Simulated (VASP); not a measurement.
A hop in Si (diamond): Ga into a Si vacancy, in a supercell of 63 atoms with charge -1. Nudged elastic band with 3 images between relaxed ends, without a climbing image, so the barrier is a lower bound. Level of theory: PBE GGA, VASP's PBE PAW potentials (set 64) (plane waves; VASP). Numerical set-up: PREC = Normal, LREAL = Auto, ISYM = 0, NELECT = 252.0, 400 eV cut-off, 1×1×1 Γ-centred mesh, Gaussian smearing of 0.050 eV, potentials Si Ga.

The cell is charged, with a uniform compensating background. The supercell is sampled at Γ alone, which is coarse: total energies, pressure and levels can be off, energies of defects by several tenths of an eV.

First end (POSCAR):

```
GaSi62
1.0
    10.937075    0.000000    0.000000
     0.000000   10.937075    0.000000
     0.000000    0.000000   10.937075
Si Ga
62 1
Direct
     0.498869    0.000621    0.000677
     0.623317    0.126759    0.127310
     0.748758    0.251006    0.001311
     0.872917    0.376703    0.127172
     0.748902    0.000806    0.251512
     0.873012    0.127172    0.376788
     0.999647    0.000516    0.000599
     0.123986    0.125606    0.125887
     0.248363    0.250133    0.998466
     0.372856    0.374726    0.122846
     0.500297    0.499754    0.999496
     0.625270    0.627344    0.122681
     0.750046    0.751773    0.998331
     0.874598    0.876058    0.125831
     0.248017    0.997817    0.250375
     0.372398    0.122402    0.375028
     0.491808    0.249818    0.250331
     0.749862    0.508079    0.250270
     0.877352    0.627376    0.374955
     0.500237    0.999306    0.499980
     0.625232    0.122424    0.627631
     0.750151    0.249945    0.508668
     0.877789    0.374798    0.627660
     0.749724    0.997825    0.752108
     0.874352    0.125535    0.876146
     0.999429    0.501016    0.000760
     0.126164    0.625437    0.125782
     0.250881    0.748878    0.998679
     0.374212    0.873960    0.125447
     0.999057    0.251347    0.251297
     0.125416    0.375262    0.375730
     0.251486    0.498958    0.251014
     0.380823    0.619619    0.377095
     0.500973    0.748962    0.250596
     0.624708    0.874518    0.375679
     0.999368    0.000519    0.501137
     0.126101    0.124993    0.626141
     0.251261    0.250545    0.499559
     0.380889    0.377336    0.619077
     0.622754    0.618746    0.619616
     0.749165    0.748387    0.499535
     0.874488    0.873912    0.625849
     0.251092    0.998101    0.749382
     0.374276    0.125534    0.873955
     0.500860    0.250873    0.748656
     0.624762    0.375188    0.874917
     0.749549    0.498973    0.749055
     0.874864    0.625881    0.874002
     0.002040    0.751694    0.250351
     0.124802    0.874980    0.377027
     0.000795    0.499915    0.499992
     0.127389    0.623910    0.624185
     0.253417    0.746772    0.497927
     0.376402    0.872651    0.624199
     0.002183    0.250037    0.752045
     0.124860    0.376435    0.875643
     0.253153    0.497389    0.747014
     0.376021    0.623761    0.872932
     0.502495    0.746558    0.747140
     0.623313    0.875005    0.875609
     0.001806    0.749286    0.749122
     0.124690    0.875270    0.875744
     0.625324    0.374433    0.375042
```

Last end:

```
GaSi62
1.0
    10.937075    0.000000    0.000000
     0.000000   10.937075    0.000000
     0.000000    0.000000   10.937075
Si Ga
62 1
Direct
     0.501977   -0.000790   -0.000610
     0.623264    0.127149    0.127786
     0.749255    0.250547    0.002041
     0.871795    0.377077    0.128193
     0.749629    0.001534    0.251005
     0.872510    0.127730    0.376871
     1.000829   -0.000438   -0.000608
     0.123510    0.125754    0.125978
     0.250995    0.249135    1.001461
     0.376309    0.375951    0.126441
     0.500792    0.499676    1.000121
     0.624357    0.624056    0.126587
     0.751154    0.749415    1.001315
     0.874979    0.876357    0.125748
     0.249993    1.000710    0.249599
     0.375540    0.125780    0.376054
     0.501935    0.254126    0.254820
     0.743819    0.496719    0.256040
     0.873217    0.623750    0.375859
     0.500650    1.000123    0.499787
     0.624135    0.126261    0.624483
     0.745656    0.254850    0.498422
     0.874279    0.375919    0.624692
     0.750426    1.000755    0.749775
     0.874243    0.125454    0.876457
     1.000443    0.498112   -0.000324
     0.123039    0.624342    0.123528
     0.250420    0.749416    0.999575
     0.374984    0.877278    0.123291
     0.998301    0.251065    0.250889
     0.124722    0.374983    0.375198
     0.247977    0.500053    0.247874
     0.375462    0.624848    0.366794
     0.499769    0.752594    0.247430
     0.624977    0.875584    0.375099
     1.000434   -0.000468    0.498261
     0.122965    0.123017    0.625104
     0.247683    0.247411    0.500461
     0.375320    0.367318    0.624378
     0.633496    0.624550    0.625132
     0.752384    0.752291    0.500371
     0.876676    0.877154    0.624922
     0.250535    0.999169    0.749911
     0.375575    0.123276    0.877085
     0.499678    0.247890    0.752082
     0.625123    0.374838    0.875572
     0.752748    0.499993    0.752686
     0.877019    0.624820    0.877064
    -0.000941    0.749002    0.249615
     0.125939    0.873512    0.374442
    -0.000135    0.499493    0.499457
     0.125962    0.623846    0.623969
     0.252950    0.747588    0.498905
     0.376658    0.874101    0.624478
    -0.000830    0.249240    0.749949
     0.126232    0.373736    0.874590
     0.252146    0.498251    0.747840
     0.375931    0.623691    0.874272
     0.501700    0.747073    0.747893
     0.626071    0.873416    0.874203
     0.000967    0.749698    0.749477
     0.125609    0.874338    0.874706
     0.500794    0.500231    0.499494
```

Q: Predict the energy profile and the barrier.

A: 
| image | path length (Å) | E − E(first end) (eV) |
|---|---|---|
| 0 | 0.00 | 0.000 |
| 1 | 0.63 | 0.084 |
| 2 | 1.27 | 0.188 |
| 3 | 1.91 | 0.087 |
| 4 | 2.54 | 0.004 |
The highest image is number 2 (counting the first end as 0), 1.27 Å along the path. The barrier is 0.19 eV forward and 0.18 eV back; the ends differ by 0.00 eV.

The cell is a supercell with a defect, built from Si (diamond): Ga into a Si vacancy, charge -1. The run is not spin-polarised, so no state with unpaired spins was tried.
